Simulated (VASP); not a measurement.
```yaml
crystal:
  lattice:
    - [2.62267, 0.00000, 0.00000]
    - [0.00000, 2.62267, 0.00000]
    - [0.00000, 0.00000, 2.62267]
  atoms:
    - { symbol: Si, position: [0.00000, 0.00000, 0.00000] }
    - { symbol: C, position: [0.50000, 0.50000, 0.50000] }
```

Method: PBEsol GGA, VASP's PBE PAW potentials (set 64) (plane waves; VASP). Settings: 520 eV cut-off, 15×15×15 Γ-centred mesh, tetrahedra with Blöchl corrections, potentials Si C.

Estimate the energy per atom (σ→0), band gap (on the k-mesh) with the smallest direct gap where there is one.

| Property | Value |
|---|---|
| band gap (on the k-mesh) | none (metal, semimetal or under 0.01 eV) |
| energy per atom (σ→0) | -575.6 kJ/mol-atom |

The absolute energy has meaning only against runs of the same code, potentials and settings.

The structure was generated: SiC was put into the CsCl type type (Pm-3m), which need not be its known phase. It was relaxed first, which changed the volume by +26 %.
